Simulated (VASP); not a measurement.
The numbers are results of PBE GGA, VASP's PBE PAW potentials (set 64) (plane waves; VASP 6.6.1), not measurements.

VASP input:

INCAR:
```
ALGO  =  Normal
EDIFF  =  1E-6
EDIFFG  =  -0.01
ENCUT  =  300
GGA  =  PE
IBRION  =  2
ISIF  =  3
ISMEAR  =  0
LASPH  =  .True.
LCHARG  =  .False.
LMAXMIX  =  4
LREAL  =  .False.
LWAVE  =  .False.
NELM  =  100
NSW  =  50
PREC  =  Accurate
SIGMA  =  0.2
SYSTEM  =  TiGe2
```

**POSCAR**
```
TiGe2
1
   -1.6742810000     1.6742810000     4.0978740000
    1.6742810000    -1.6742810000     4.0978740000
    1.6742810000     1.6742810000    -4.0978740000
Ti Ge
1 2
Direct
  0.0000000000   0.0000000000   0.0000000000
  0.3353000000   0.3353000000   0.0000000000
  0.6647000000   0.6647000000   0.0000000000
```

**KPOINTS**
```
Automatic mesh
0
Gamma
8 8 8
0 0 0
```

POTCAR, in this order: Ti_sv Ge_d (PBE.64 set). Program: vasp_std.

The run wrote:

File OUTCAR:
```
 ion  position               nearest neighbor table
   1  0.000  0.000  0.000-   3 2.73   2 2.73   3 2.73   2 2.73   3 2.73   2 2.73   2 2.73   3 2.73
                             2 2.75   3 2.75
   2  0.335  0.335  0.000-   3 2.70   1 2.73   1 2.73   1 2.73   1 2.73   1 2.75   3 2.75   3 2.75
                             3 2.75   3 2.75
   3  0.665  0.665  0.000-   2 2.70   1 2.73   1 2.73   1 2.73   1 2.73   1 2.75   2 2.75   2 2.75
                             2 2.75   2 2.75
  LATTYP: Found a body centered tetragonal cell.
 ALAT       =     3.3485620000
 C/A-ratio  =     2.4475425571
 Subroutine PRICEL returns:
 Original cell was already a primitive cell.
 Subroutine GETGRP returns: Found 16 space group operations
The static configuration has the point symmetry D_4h.
The dynamic configuration has the point symmetry D_4h.
 Subroutine INISYM returns: Found 16 space group operations
 Subroutine IBZKPT returns following result:
 Found     59 irreducible k-points:

 Following reciprocal coordinates:
            Coordinates               Weight
  0.000000  0.000000  0.000000      1.000000
  0.125000  0.000000 -0.000000      8.000000
  0.250000  0.000000 -0.000000      8.000000
  0.375000 -0.000000  0.000000      8.000000
...
```

OSZICAR:
```
...
DAV:   1    -0.176549760390E+02   -0.61568E-01   -0.16830E+00  3240   0.142E+01    0.158E+00
DAV:   2    -0.176183791808E+02    0.36597E-01   -0.12427E-01  3256   0.440E+00    0.856E-01
DAV:   3    -0.176038448923E+02    0.14534E-01   -0.50109E-02  3840   0.207E+00    0.402E-01
DAV:   4    -0.176009560158E+02    0.28889E-02   -0.22486E-02  3824   0.117E+00    0.129E-01
DAV:   5    -0.176008792526E+02    0.76763E-04   -0.22458E-03  3288   0.526E-01    0.570E-02
DAV:   6    -0.176008862731E+02   -0.70205E-05   -0.93442E-05  3992   0.127E-01    0.273E-02
DAV:   7    -0.176008844208E+02    0.18522E-05   -0.26385E-05  3936   0.451E-02    0.422E-03
DAV:   8    -0.176008846339E+02   -0.21308E-06   -0.12212E-06  2048   0.858E-03
   4 F= -.17600885E+02 E0= -.17572332E+02  d E =-.747655E-02
       N       E                     dE             d eps       ncg     rms          rms(c)
DAV:   1    -0.176134727321E+02   -0.12588E-01   -0.36464E-01  3296   0.667E+00    0.734E-01
DAV:   2    -0.176055699821E+02    0.79028E-02   -0.26873E-02  3256   0.229E+00    0.399E-01
DAV:   3    -0.176024561142E+02    0.31139E-02   -0.11289E-02  4056   0.104E+00    0.187E-01
DAV:   4    -0.176018338049E+02    0.62231E-03   -0.49373E-03  3864   0.547E-01    0.615E-02
DAV:   5    -0.176018159850E+02    0.17820E-04   -0.49285E-04  3288   0.251E-01    0.279E-02
DAV:   6    -0.176018180538E+02   -0.20688E-05   -0.20642E-05  3976   0.612E-02    0.128E-02
DAV:   7    -0.176018177752E+02    0.27859E-06   -0.54635E-06  3088   0.217E-02
   5 F= -.17601818E+02 E0= -.17573142E+02  d E =-.840969E-02
       N       E                     dE             d eps       ncg     rms          rms(c)
DAV:   1    -0.176018781436E+02   -0.60090E-04   -0.17298E-03  3208   0.462E-01    0.502E-02
DAV:   2    -0.176018422616E+02    0.35882E-04   -0.13340E-04  3312   0.169E-01    0.273E-02
DAV:   3    -0.176018272639E+02    0.14998E-04   -0.54023E-05  3776   0.713E-02    0.131E-02
DAV:   4    -0.176018243489E+02    0.29150E-05   -0.23664E-05  3720   0.372E-02    0.422E-03
DAV:   5    -0.176018244978E+02   -0.14888E-06   -0.23071E-06  2248   0.180E-02
   6 F= -.17601824E+02 E0= -.17573145E+02  d E =-.841641E-02
       N       E                     dE             d eps       ncg     rms          rms(c)
DAV:   1    -0.176020327536E+02   -0.20840E-03   -0.68674E-03  3184   0.921E-01    0.101E-01
DAV:   2    -0.176018864807E+02    0.14627E-03   -0.52063E-04  3256   0.336E-01    0.547E-02
DAV:   3    -0.176018273162E+02    0.59164E-04   -0.21694E-04  3952   0.144E-01    0.258E-02
DAV:   4    -0.176018156627E+02    0.11654E-04   -0.93775E-05  3888   0.742E-02    0.856E-03
DAV:   5    -0.176018157267E+02   -0.64058E-07   -0.93797E-06  3232   0.351E-02
   7 F= -.17601816E+02 E0= -.17573130E+02  d E =-.840764E-02
       N       E                     dE             d eps       ncg     rms          rms(c)
DAV:   1    -0.176018876200E+02   -0.71957E-04   -0.19607E-03  3184   0.493E-01    0.543E-02
DAV:   2    -0.176018447875E+02    0.42833E-04   -0.15851E-04  3240   0.184E-01    0.293E-02
DAV:   3    -0.176018288960E+02    0.15891E-04   -0.65986E-05  3784   0.772E-02    0.148E-02
DAV:   4    -0.176018247329E+02    0.41631E-05   -0.28527E-05  3744   0.409E-02    0.435E-03
DAV:   5    -0.176018243369E+02    0.39604E-06   -0.28295E-06  2456   0.200E-02
   8 F= -.17601824E+02 E0= -.17573142E+02  d E =-.841625E-02
       N       E                     dE             d eps       ncg     rms          rms(c)
DAV:   1    -0.176021941224E+02   -0.36939E-03   -0.46815E-02  3464   0.186E+00    0.120E-01
DAV:   2    -0.176020888192E+02    0.10530E-03   -0.29382E-03  3344   0.444E-01    0.592E-02
DAV:   3    -0.176020070903E+02    0.81729E-04   -0.72081E-04  3576   0.181E-01    0.343E-02
DAV:   4    -0.176019811924E+02    0.25898E-04   -0.10052E-04  4064   0.104E-01    0.111E-02
DAV:   5    -0.176019794002E+02    0.17922E-05   -0.13696E-05  3664   0.426E-02    0.693E-03
DAV:   6    -0.176019787260E+02    0.67416E-06   -0.13517E-06  2040   0.112E-02
   9 F= -.17601979E+02 E0= -.17573319E+02  d E =-.154389E-03
       N       E                     dE             d eps       ncg     rms          rms(c)
DAV:   1    -0.176039293110E+02   -0.19499E-02   -0.42329E-01  3480   0.565E+00    0.362E-01
DAV:   2    -0.176029719224E+02    0.95739E-03   -0.26812E-02  3344   0.135E+00    0.178E-01
DAV:   3    -0.176022183815E+02    0.75354E-03   -0.65770E-03  3552   0.544E-01    0.103E-01
DAV:   4    -0.176019947546E+02    0.22363E-03   -0.89083E-04  4064   0.307E-01    0.328E-02
DAV:   5    -0.176019889525E+02    0.58021E-05   -0.12055E-04  3632   0.125E-01    0.208E-02
DAV:   6    -0.176019874396E+02    0.15129E-05   -0.14545E-05  3776   0.343E-02    0.421E-03
DAV:   7    -0.176019869555E+02    0.48408E-06   -0.33861E-06  2592   0.302E-02
  10 F= -.17601987E+02 E0= -.17573412E+02  d E =-.162619E-03
       N       E                     dE             d eps       ncg     rms          rms(c)
DAV:   1    -0.176024113822E+02   -0.42394E-03   -0.74172E-02  3472   0.232E+00    0.153E-01
DAV:   2    -0.176022341436E+02    0.17724E-03   -0.46717E-03  3360   0.556E-01    0.747E-02
DAV:   3    -0.176021003959E+02    0.13375E-03   -0.11583E-03  3552   0.231E-01    0.436E-02
DAV:   4    -0.176020632131E+02    0.37183E-04   -0.16374E-04  4040   0.133E-01    0.138E-02
DAV:   5    -0.176020652318E+02   -0.20187E-05   -0.22773E-05  3680   0.549E-02    0.878E-03
DAV:   6    -0.176020662785E+02   -0.10467E-05   -0.22439E-06  2520   0.141E-02    0.184E-03
DAV:   7    -0.176020660845E+02    0.19400E-06   -0.76998E-07  1456   0.141E-02
  11 F= -.17602066E+02 E0= -.17573453E+02  d E =-.241748E-03
       N       E                     dE             d eps       ncg     rms          rms(c)
DAV:   1    -0.176049852819E+02   -0.29190E-02   -0.99142E-02  4376   0.383E+00    0.402E-01
DAV:   2    -0.176029232086E+02    0.20621E-02   -0.17973E-02  3904   0.116E+00    0.168E-01
DAV:   3    -0.176022640517E+02    0.65916E-03   -0.56582E-03  3760   0.482E-01    0.114E-01
DAV:   4    -0.176020131075E+02    0.25094E-03   -0.10728E-03  3784   0.300E-01    0.370E-02
DAV:   5    -0.176020220877E+02   -0.89802E-05   -0.20525E-04  4000   0.148E-01    0.166E-02
DAV:   6    -0.176020237381E+02   -0.16504E-05   -0.74227E-06  3368   0.267E-02    0.717E-03
DAV:   7    -0.176020229600E+02    0.77806E-06   -0.14639E-06  1656   0.190E-02
  12 F= -.17602023E+02 E0= -.17573581E+02  d E =0.431245E-04
       N       E                     dE             d eps       ncg     rms          rms(c)
DAV:   1    -0.176032156183E+02   -0.11919E-02   -0.37567E-02  4352   0.237E+00    0.247E-01
DAV:   2    -0.176024552976E+02    0.76032E-03   -0.69011E-03  3864   0.715E-01    0.103E-01
DAV:   3    -0.176022027923E+02    0.25251E-03   -0.21672E-03  3768   0.298E-01    0.697E-02
DAV:   4    -0.176021020390E+02    0.10075E-03   -0.40132E-04  3784   0.184E-01    0.225E-02
DAV:   5    -0.176020988039E+02    0.32352E-05   -0.76510E-05  3976   0.908E-02    0.102E-02
DAV:   6    -0.176020980052E+02    0.79861E-06   -0.28938E-06  2736   0.166E-02
  13 F= -.17602098E+02 E0= -.17573550E+02  d E =-.319207E-04
       N       E                     dE             d eps       ncg     rms          rms(c)
DAV:   1    -0.176022126646E+02   -0.11386E-03   -0.41307E-03  4368   0.782E-01    0.819E-02
DAV:   2    -0.176021299011E+02    0.82764E-04   -0.75320E-04  3864   0.237E-01    0.343E-02
DAV:   3    -0.176021022207E+02    0.27680E-04   -0.23692E-04  3776   0.984E-02    0.231E-02
DAV:   4    -0.176020902981E+02    0.11923E-04   -0.44538E-05  3800   0.613E-02    0.762E-03
DAV:   5    -0.176020890111E+02    0.12871E-05   -0.84523E-06  3664   0.304E-02    0.333E-03
DAV:   6    -0.176020887295E+02    0.28158E-06   -0.31305E-07  1536   0.629E-03
  14 F= -.17602089E+02 E0= -.17573507E+02  d E =-.226450E-04
```

**OUTCAR**
```
------------------------ aborting loop because EDIFF is reached ----------------------------------------
  FORCE on cell =-STRESS in cart. coord.  units (eV):
  Direction    XX          YY          ZZ          XY          YZ          ZX
  --------------------------------------------------------------------------------------
  Total        0.0075070      0.0075070     -0.0246391      0.0000000     -0.0000000      0.0000000
  in kB        0.2495280      0.2495280     -0.8189908      0.0000000     -0.0000000      0.0000000
  external PRESSURE =      -0.1066449 kB  Pullay stress =       0.0000000 kB
  volume of cell :       48.20
      direct lattice vectors                 reciprocal lattice vectors
    -1.679626196  1.679626196  4.271403725     0.000000000  0.297685283  0.117057537
     1.679626196 -1.679626196  4.271403725     0.297685283  0.000000000  0.117057537
     1.679626196  1.679626196 -4.271403725     0.297685283  0.297685283  0.000000000
 POSITION                                       TOTAL-FORCE (eV/Angst)
 -----------------------------------------------------------------------------------
      0.00000      0.00000      0.00000        -0.000000     -0.000000     -0.000000
      0.00000      0.00000      2.88212         0.000000     -0.000000     -0.000589
      0.00000      0.00000      5.66068        -0.000000      0.000000      0.000589
 -----------------------------------------------------------------------------------
    total drift:                               -0.000000      0.000000     -0.000000
  FREE ENERGIE OF THE ION-ELECTRON SYSTEM (eV)
  ---------------------------------------------------
  free  energy   TOTEN  =       -17.6020887295 eV

  energy  without entropy=      -17.5449245088  energy(sigma->0) =      -17.57350662

 reached required accuracy - stopping structural energy minimisation
```
(Selected blocks of OUTCAR.)

File CONTCAR:
```
TiGe2
   1.00000000000000
    -1.6796261958434608    1.6796261958434608    4.2714037253989838
     1.6796261958434608   -1.6796261958434608    4.2714037253989838
     1.6796261958434608    1.6796261958434608   -4.2714037253989838
  Ti              Ge
     1     2
Direct
     0.0000000000000000    0.0000000000000000    0.0000000000000000
     0.3373741853635904    0.3373741853635904    0.0000000000000000
     0.6626258146364096    0.6626258146364096    0.0000000000000000
```

At this cut-off the stress carries a Pulay error, which pulls relaxed volumes low. Energy and stress use the plane-wave basis of the starting cell.

The structure was generated: TiGe2 was put into an ordered model structure, which need not be its known phase. This run relaxes it. Symmetry was kept, so distortions that lower it aren't found. The k-mesh is coarse (spacing up to 0.33 per Å, 2π included), so the numbers may not be converged in it. The run is one of a series of settings (EDIFFG = -0.01, IBRION = 2, ISIF = 3, NSW = 50 against the base run), some of them coarse on purpose.
